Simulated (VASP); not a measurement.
These are vdW-DF2, VASP's PBE PAW potentials (set 64) (plane waves; VASP) values and carry that method's errors.

VASP ran on this input.

INCAR:
```
LWAVE = .FALSE.
SYSTEM = KTaO3
NELM = 100
ZAB_VDW = -1.8867
LMAXMIX = 6   # l cut-off of mixed one-centre charges
LASPH = .TRUE.   # aspherical one-centre terms
LREAL = .FALSE.
GGA = ML
PREC = Accurate
LCHARG = .FALSE.
SIGMA = 0.05
ISMEAR = 0
EDIFF = 1E-7
ICHARG = 11   # fixed density
LUSE_VDW = .TRUE.
LORBIT = 11
AGGAC = 0.0
ALGO = Normal
ENCUT = 520   # plane-wave cut-off (eV)
```

**POSCAR**
```
KTaO3
1
    4.0790266639     0.0000000000     0.0000000000
    0.0000000000     4.0790266639     0.0000000000
    0.0000000000     0.0000000000     4.0790266639
K Ta O
1 1 3
Direct
  0.0000000000   0.0000000000   0.0000000000
  0.5000000000   0.5000000000   0.5000000000
  0.5000000000   0.0000000000   0.5000000000
  0.0000000000   0.5000000000   0.5000000000
  0.5000000000   0.5000000000   0.0000000000
```

**KPOINTS**
```
k-points along high-symmetry lines
15
Line-mode
Reciprocal
  0.000000   0.000000   0.000000 ! GAMMA
  0.000000   0.500000   0.000000 ! X

  0.000000   0.500000   0.000000 ! X
  0.500000   0.500000   0.000000 ! M

  0.500000   0.500000   0.000000 ! M
  0.000000   0.000000   0.000000 ! GAMMA

  0.000000   0.000000   0.000000 ! GAMMA
  0.500000   0.500000   0.500000 ! R

  0.500000   0.500000   0.500000 ! R
  0.000000   0.500000   0.000000 ! X

  0.500000   0.500000   0.500000 ! R
  0.500000   0.500000   0.000000 ! M
```

POTCAR, in this order: K_sv Ta_pv O (PBE.64 set). Program: vasp_std. Read from the step before: CHGCAR.

The resulting files:

**OSZICAR**
```
       N       E                     dE             d eps       ncg     rms          rms(c)
DAV:   1     0.332513078230E+03    0.33251E+03   -0.21746E+04  4140   0.168E+03
DAV:   2    -0.103301079657E+02   -0.34284E+03   -0.33729E+03  4963   0.439E+02
DAV:   3    -0.296220816016E+02   -0.19292E+02   -0.19039E+02  5282   0.979E+01
DAV:   4    -0.302117786619E+02   -0.58970E+00   -0.58929E+00  7124   0.151E+01
DAV:   5    -0.302168303375E+02   -0.50517E-02   -0.50513E-02  5411   0.124E+00
DAV:   6    -0.302170036140E+02   -0.17328E-03   -0.17327E-03  6333   0.152E-01
DAV:   7    -0.302170054606E+02   -0.18465E-05   -0.18465E-05  5497   0.188E-02
DAV:   8    -0.302170054978E+02   -0.37163E-07   -0.37161E-07  5332   0.241E-03
   1 F= -.30217005E+02 E0= -.30217005E+02  d E =-.699658E-13
```

**OUTCAR**
```
 val. band max:        1.2545828284   @ k =   0.5000   0.5000   0.5000

 cond. band min:       3.3769793553   @ k =   0.0000   0.0000   0.0000



 k-point     1 :       0.0000    0.0000    0.0000
  band No.  band energies     occupation
      1     -33.1683      2.00000
      2     -33.1683      2.00000
      3     -33.1683      2.00000
      4     -26.3178      2.00000
      5     -15.9423      2.00000
      6     -15.2750      2.00000
      7     -15.2750      2.00000
      8      -9.8265      2.00000
      9      -9.8265      2.00000
     10      -9.8265      2.00000
     11      -1.1172      2.00000
     12      -1.1172      2.00000
     13      -1.1172      2.00000
     14       0.3139      2.00000
     15       0.3139      2.00000
     16       0.3139      2.00000
     17       0.6233      2.00000
     18       0.6233      2.00000
     19       0.6233      2.00000
     20       3.3770      0.00000
     21       3.3770      0.00000
     22       3.3770      0.00000
     23       7.3458      0.00000

 k-point     2 :       0.0000    0.0357    0.0000
  band No.  band energies     occupation
      1     -33.1691      2.00000
      2     -33.1683      2.00000
      3     -33.1683      2.00000
      4     -26.3176      2.00000
      5     -15.9383      2.00000
      6     -15.2748      2.00000
      7     -15.2702      2.00000
      8      -9.8261      2.00000
      9      -9.8261      2.00000
     10      -9.8251      2.00000
     11      -1.1458      2.00000
     12      -1.1179      2.00000
     13      -1.1179      2.00000
     14       0.2963      2.00000
     15       0.2963      2.00000
     16       0.3085      2.00000
     17       0.5844      2.00000
     18       0.6135      2.00000
     19       0.6135      2.00000
     20       3.3785      0.00000
     21       3.4156      0.00000
     22       3.4156      0.00000
     23       7.3635      0.00000

 k-point     3 :       0.0000    0.0714    0.0000
  band No.  band energies     occupation
...
```

The density is held fixed in this step, so its total energy and stress have no physical meaning. Unless said otherwise, spin-orbit coupling is left out, though it shifts the bands of the heavy elements here.

The compound is KTaO3 in the cubic perovskite structure. It was relaxed first, which changed the volume by +7 %.
